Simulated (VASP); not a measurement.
Hf7FeO16 (a cell with a defect): electric field gradients with PBE

Crystal: Hf7FeO16 (a cell with a defect).

```
Fe Hf O
1.0
     0.00000    5.11500    5.11500
     5.11500    0.00000    5.11500
     5.11500    5.11500    0.00000
Fe Hf O
1 7 16
Direct
  0.00000 0.00000 0.00000
  0.00000 0.00000 0.50000
  0.00000 0.50000 0.00000
  0.00000 0.50000 0.50000
  0.50000 0.00000 0.00000
  0.50000 0.00000 0.50000
  0.50000 0.50000 0.00000
  0.50000 0.50000 0.50000
  0.12500 0.12500 0.12500
  0.12500 0.12500 0.62500
  0.12500 0.62500 0.12500
  0.12500 0.62500 0.62500
  0.62500 0.12500 0.12500
  0.62500 0.12500 0.62500
  0.62500 0.62500 0.12500
  0.62500 0.62500 0.62500
  0.37500 0.37500 0.37500
  0.37500 0.37500 0.87500
  0.37500 0.87500 0.37500
  0.37500 0.87500 0.87500
  0.87500 0.37500 0.37500
  0.87500 0.37500 0.87500
  0.87500 0.87500 0.37500
  0.87500 0.87500 0.87500
```

```
Program                : VASP 6.6.1
Task                   : electric field gradients
Functional             : PBE
Potentials or basis    : VASP PAW PBE potentials, release 64 (Fe, Hf_pv, O)
Cutoff                 : 520 eV
k mesh                 : 3 × 3 × 3
Occupations            : fermi-dirac, width 0.01 eV
Spin                   : collinear spin, typed start
Starting moments       : [5.0, 0.0, 0.0, 0.0, 0.0, 0.0, 0.0, 0.0, 0.0, 0.0, 0.0, 0.0, 0.0, 0.0, 0.0, 0.0, 0.0, 0.0, 0.0, 0.0, 0.0, 0.0, 0.0, 0.0] μB
Dipole correction      : no
Charge                 : -1
Further INCAR settings : LREAL = Auto; ALGO = Normal; EDIFF = 1e-08; NBANDS = 109; NELECT = 175.0
```

```
Largest force                                         : 0.527 eV/Å
Band gap on the k mesh                                : 0.84 eV, direct
Net moment                                            : -5.00 μB per cell
Site moments                                          : Fe -3.99; Hf -0.01; O -0.09, -0.01 μB
Valence electrons inside the program's atomic spheres : Fe 6.41; Hf 8.19, 8.20; O 5.07, 5.11
```

Forces on the atoms (eV/Å):
```
Fe   0.000  0.000  0.000
Hf   0.000  0.000  0.000
Hf   0.000  0.000  0.000
Hf   0.000  0.000  0.000
Hf   0.000  0.000  0.000
Hf   0.000  0.000  0.000
Hf   0.000  0.000  0.000
Hf   0.000  0.000  0.000
O    0.305  0.305  0.305
O   -0.305 -0.305  0.305
O   -0.305  0.305 -0.305
O   -0.137  0.137  0.137
O    0.305 -0.305 -0.305
O    0.137 -0.137  0.137
O    0.137  0.137 -0.137
O   -0.137 -0.137 -0.137
O    0.137  0.137  0.137
O   -0.137 -0.137  0.137
O   -0.137  0.137 -0.137
O   -0.305  0.305  0.305
O    0.137 -0.137 -0.137
O    0.305 -0.305  0.305
O    0.305  0.305 -0.305
O   -0.305 -0.305 -0.305
```

Levels at points of the mesh, in eV from the valence-band top:
Spin up:
```tsv
k point	band 81	band 82	band 83	band 84	band 85	band 86	band 87	band 88	band 89	band 90
(0.00, 0.00, 0.00)	-0.77	-0.77	-0.22	-0.22	0.00	0.84	0.84	1.60	1.60	1.60
```
Spin down:
```
           k point  band 87  band 88  band 89  band 90  band 91  band 92  band 93  band 94
(0.00, 0.00, 0.00)    -0.61    -0.28    -0.28    -0.18     3.06     3.40     3.40     3.51
```

Electric field gradients, principal values (V/Å²):
| atom | Vxx | Vyy | Vzz |
| --- | --- | --- | --- |
| 1 Fe | -0.001 | -0.001 | 0.001 |
| 2 Hf | 2.502 | 28.089 | -30.591 |
| 3 Hf | 2.502 | 28.089 | -30.591 |
| 4 Hf | 2.502 | 28.090 | -30.591 |
| 5 Hf | 2.502 | 28.089 | -30.591 |
| 6 Hf | 2.502 | 28.090 | -30.591 |
| 7 Hf | 2.502 | 28.090 | -30.591 |
| 8 Hf | 0.000 | 0.000 | -0.001 |
| 9 O | -7.763 | -7.763 | 15.525 |
| 10 O | -7.757 | -7.763 | 15.520 |
| 11 O | -7.757 | -7.763 | 15.520 |
| 12 O | -1.018 | -1.023 | 2.041 |
| 13 O | -7.757 | -7.763 | 15.520 |
| 14 O | -1.018 | -1.023 | 2.041 |
| 15 O | -1.018 | -1.023 | 2.041 |
| 16 O | -1.023 | -1.023 | 2.047 |
| 17 O | -1.023 | -1.023 | 2.047 |
| 18 O | -1.018 | -1.023 | 2.041 |
| 19 O | -1.018 | -1.023 | 2.041 |
| 20 O | -7.757 | -7.763 | 15.520 |
| 21 O | -1.018 | -1.023 | 2.041 |
| 22 O | -7.757 | -7.763 | 15.520 |
| 23 O | -7.757 | -7.763 | 15.520 |
| 24 O | -7.763 | -7.763 | 15.525 |

Run time: 12 min on 1 thread of AMD EPYC 9R45 96-Core Processor (Zen 5) (shared host), peak memory 0.57 GiB.

Caveat: the cell carries a net charge on a neutralising background, which shifts energy and pressure; the cell is charged against a uniform background, so pressure and absolute levels hang on convention; spin-orbit coupling is left out, which moves the levels of the heavy elements. Expect the measured gap to be larger: semilocal functionals such as PBE lack the derivative discontinuity.
